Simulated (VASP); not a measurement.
Here is the system:

```
As
1.0
    3.47887    -1.85211    -0.04534
    3.47887     1.85211    -0.04534
    2.53277     0.00000     3.01993
As
2
Direct
  0.23006   0.23006   0.23006
  0.76994   0.76994   0.76994
```

Level of theory: AM05 GGA, VASP's PBE PAW potentials (set 64) (plane waves; VASP). Numerical set-up: 520 eV cut-off, 12×12×12 Γ-centred mesh, first-order Methfessel-Paxton smearing of 0.10 eV, potentials As.

Q: The ions and cell shape at fixed volume are relaxed. Which structure does the run end with?

A: 
```
As
1.0
    3.41389    -1.87248    -0.07771
    3.41389     1.87248    -0.07771
    2.45739     0.00000     3.02127
As
2
Direct
  0.23305   0.23305   0.23305
  0.76695   0.76695   0.76695
```
Space group R-3m (166), at a tolerance of 0.03 Å.

Q: How much energy does the relaxation gain?

A: The energy (σ→0) changes by -7.9 meV/atom, in 5 ionic steps.

The compound is As in the a7 structure. This cell is one point of a volume scan, at 0.94 of the reference volume. Symmetry was kept, so distortions that lower it aren't found.
